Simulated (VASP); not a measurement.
**Bulk modulus against bond length in rock-salt alkali halides**

PBEsol in VASP (plane waves, PAW). Static lattice, from a third-order Birch-Murnaghan fit over five volumes at each level. The bond length is the nearest-neighbour distance.

Here d stands for bond length and y for ln of B0 in GPa.

```csv
solid,bond length (Å),ln of B0 in GPa,cut-off (eV)
LiCl,2.533,?,520
KF,2.660,3.497,520
LiBr,2.707,3.360,520
KCl,3.127,2.915,520
RbCl,3.275,2.802,520
KBr,3.280,2.732,520
RbBr,3.426,2.629,520
```

Fit y of the 6 rows that show it with a straight line in ln d. With u = ln d - 1.12, the rows have u = -0.14167, -0.12416, 0.02007, 0.06632, 0.06784, 0.11139. Means: u -3.5000e-5, y 2.9892. About the means, the sum of products is -0.18945 and the sum of squares of u is 0.057297; the slope is their ratio. Least squares gives y = 2.9891 - 3.3065·u. Residuals (row less fit): 0.0395, -0.0396, -0.0077, 0.0322, -0.0328, 0.0082; standard error 0.0366 (degrees of freedom: 4). The slope is -3.31 with a standard error of 0.15. So B0 goes as d to the power -3.3 over these rows; such a law is empirical and holds within one kind of bonding.

Problem. Predict the withheld y at d = 2.533 from the fit, and compare with the calculation.

Solution. u = -0.19060, so y = 2.9891 - 3.3065 × (-0.19060) = 3.6193. The calculation gives 3.559, 0.0603 below the prediction (6.5 % of the range of y in the table). The row lies outside the fitted rows, so this is an extrapolation. From the scatter of the fitted rows alone, a prediction at this place has a standard error of 0.0492, so the miss is 1.2 times that.

The run's B0 for LiCl is 35 GPa. The rows are a random draw from the solids of this series computed here; series whose standard error about the line passes 12 to 30 % of the range of y, or with no trend, aren't shown in this form.
